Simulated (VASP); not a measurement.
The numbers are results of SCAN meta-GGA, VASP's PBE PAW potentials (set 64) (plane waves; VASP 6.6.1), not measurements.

The input files of a VASP run:

File POSCAR:
```
CdS
1
    0.0000000000     2.9100000000     2.9100000000
    2.9100000000     0.0000000000     2.9100000000
    2.9100000000     2.9100000000     0.0000000000
Cd S
1 1
Direct
  0.0000000000   0.0000000000   0.0000000000
  0.2500000000   0.2500000000   0.2500000000
```

### INCAR
```
! general
SYSTEM  = CdS
PREC    = Accurate
ENCUT   = 520   ! plane-wave cut-off (eV)
LREAL   = .False.   ! projection in real space or not
LASPH   = .True.   ! aspherical one-centre terms

! electronic loop
EDIFF   = 1E-6   ! SCF stop (eV)
NELM    = 100
ALGO    = Normal
LMAXMIX = 4   ! l cut-off of mixed one-centre charges
LMIXTAU = .True.

! smearing
ISMEAR  = 0
SIGMA   = 0.05

! functional
METAGGA = SCAN

! ions
IBRION  = 2   ! conjugate gradients
NSW     = 60
ISIF    = 3   ! ions, shape and volume
EDIFFG  = -0.01

! output
LWAVE   = .False.
LCHARG  = .False.
```

### KPOINTS
```
Automatic mesh
0
Gamma
7 7 7
0 0 0
```

POTCAR, in this order: Cd S (PBE.64 set). Program: vasp_std.

The run wrote:

### OSZICAR
```
       N       E                     dE             d eps       ncg     rms          rms(c)
DAV:   1     0.720671783320E+02    0.72067E+02   -0.94721E+03   528   0.129E+03
DAV:   2    -0.418414003130E+02   -0.11391E+03   -0.10792E+03   560   0.304E+02
DAV:   3    -0.468542842921E+02   -0.50129E+01   -0.49944E+01   635   0.663E+01
DAV:   4    -0.468889821560E+02   -0.34698E-01   -0.34679E-01   580   0.550E+00
DAV:   5    -0.468894474129E+02   -0.46526E-03   -0.46525E-03   630   0.623E-01    0.819E+00
DAV:   6    -0.413571982267E+02    0.55322E+01   -0.54757E+00   520   0.429E+01    0.989E+00
DAV:   7    -0.414442465446E+02   -0.87048E-01   -0.64705E-01   520   0.120E+01    0.568E+00
DAV:   8    -0.414475201152E+02   -0.32736E-02   -0.29530E-01   520   0.472E+00    0.149E+00
DAV:   9    -0.414372322419E+02    0.10288E-01   -0.20951E-01   520   0.462E+00    0.567E-01
DAV:  10    -0.415358125062E+02   -0.98580E-01   -0.52522E-02   520   0.231E+00    0.225E-01
DAV:  11    -0.415364813220E+02   -0.66882E-03   -0.52364E-03   575   0.938E-01    0.168E-01
DAV:  12    -0.415374586481E+02   -0.97733E-03   -0.68056E-04   525   0.353E-01    0.145E-01
DAV:  13    -0.415372384129E+02    0.22024E-03   -0.11346E-03   520   0.509E-01    0.484E-02
DAV:  14    -0.415375933246E+02   -0.35491E-03   -0.19304E-04   530   0.186E-01    0.828E-03
DAV:  15    -0.415376071329E+02   -0.13808E-04   -0.58204E-05   530   0.106E-01    0.994E-03
DAV:  16    -0.415376147407E+02   -0.76079E-05   -0.61054E-06   530   0.361E-02    0.537E-03
DAV:  17    -0.415376144729E+02    0.26778E-06   -0.39162E-07   425   0.789E-03
   1 F= -.41537614E+02 E0= -.41537614E+02  d E =-.415376E+02
       N       E                     dE             d eps       ncg     rms          rms(c)
DAV:   1    -0.417513080826E+02   -0.21369E+00   -0.46251E+00   540   0.307E+01    0.396E+00
DAV:   2    -0.415533889442E+02    0.19792E+00   -0.53232E-01   530   0.119E+01    0.145E+00
DAV:   3    -0.415462944487E+02    0.70945E-02   -0.36017E-02   520   0.276E+00    0.119E+00
DAV:   4    -0.415303560140E+02    0.15938E-01   -0.35252E-02   520   0.204E+00    0.475E-01
DAV:   5    -0.415423813214E+02   -0.12025E-01   -0.15895E-02   520   0.164E+00    0.171E-01
DAV:   6    -0.415386857142E+02    0.36956E-02   -0.77892E-03   520   0.117E+00    0.116E-01
DAV:   7    -0.415428934513E+02   -0.42077E-02   -0.31604E-03   520   0.797E-01    0.348E-02
DAV:   8    -0.415428338257E+02    0.59626E-04   -0.75982E-05   530   0.116E-01    0.307E-02
DAV:   9    -0.415430011285E+02   -0.16730E-03   -0.17970E-04   520   0.188E-01    0.103E-02
DAV:  10    -0.415429835410E+02    0.17587E-04   -0.21607E-05   520   0.691E-02    0.796E-03
DAV:  11    -0.415429841464E+02   -0.60540E-06   -0.57631E-07   405   0.927E-03
   2 F= -.41542984E+02 E0= -.41542984E+02  d E =-.536967E-02
       N       E                     dE             d eps       ncg     rms          rms(c)
DAV:   1    -0.415618951767E+02   -0.18912E-01   -0.37920E-01   545   0.858E+00    0.104E+00
DAV:   2    -0.415440050311E+02    0.17890E-01   -0.47463E-02   530   0.359E+00    0.374E-01
DAV:   3    -0.415433866805E+02    0.61835E-03   -0.29777E-03   525   0.767E-01    0.293E-01
DAV:   4    -0.415431851925E+02    0.20149E-03   -0.23960E-03   520   0.517E-01    0.129E-01
DAV:   5    -0.415437783807E+02   -0.59319E-03   -0.11938E-03   520   0.446E-01    0.444E-02
DAV:   6    -0.415437779672E+02    0.41346E-06   -0.66529E-04   520   0.335E-01    0.381E-02
DAV:   7    -0.415439841679E+02   -0.20620E-03   -0.12232E-04   520   0.153E-01    0.987E-03
DAV:   8    -0.415439773506E+02    0.68173E-05   -0.19382E-06   490   0.164E-02    0.116E-02
DAV:   9    -0.415439787076E+02   -0.13570E-05   -0.14848E-05   520   0.551E-02    0.172E-03
DAV:  10    -0.415439822960E+02   -0.35884E-05   -0.69159E-07   360   0.129E-02    0.242E-03
DAV:  11    -0.415439821076E+02    0.18842E-06   -0.48908E-08   260   0.288E-03
   3 F= -.41543982E+02 E0= -.41543982E+02  d E =-.636763E-02
```

### OUTCAR
```
------------------------ aborting loop because EDIFF is reached ----------------------------------------
  FORCE on cell =-STRESS in cart. coord.  units (eV):
  Direction    XX          YY          ZZ          XY          YZ          ZX
  --------------------------------------------------------------------------------------
  Total       -0.0180712     -0.0180712     -0.0180712      0.0000000      0.0000000     -0.0000000
  in kB       -0.5726650     -0.5726650     -0.5726650      0.0000000      0.0000000     -0.0000000
  external PRESSURE =      -0.5726650 kB  Pullay stress =       0.0000000 kB
  volume of cell :       50.56
      direct lattice vectors                 reciprocal lattice vectors
     0.000000000  2.934869374  2.934869374    -0.170365334  0.170365334  0.170365334
     2.934869374 -0.000000000  2.934869374     0.170365334 -0.170365334  0.170365334
     2.934869374  2.934869374 -0.000000000     0.170365334  0.170365334 -0.170365334
  FREE ENERGIE OF THE ION-ELECTRON SYSTEM (eV)
  ---------------------------------------------------
  free  energy   TOTEN  =       -41.5439821076 eV

  energy  without entropy=      -41.5439821076  energy(sigma->0) =      -41.54398211

 reached required accuracy - stopping structural energy minimisation
```
(Selected blocks of OUTCAR.)

CONTCAR:
```
CdS
   1.00000000000000
     0.0000000000000000    2.9348693743490126    2.9348693743490126
     2.9348693743490126   -0.0000000000000000    2.9348693743490126
     2.9348693743490126    2.9348693743490126   -0.0000000000000000
  Cd              S
     1     1
Direct
     0.0000000000000000    0.0000000000000000    0.0000000000000000
     0.2500000000000000    0.2500000000000000    0.2500000000000000
```

Energy and stress use the plane-wave basis of the starting cell.

The compound is CdS in the zinc blende structure, a metastable form; wurtzite is the usual one. This run relaxes it. Symmetry was kept, so distortions that lower it aren't found.
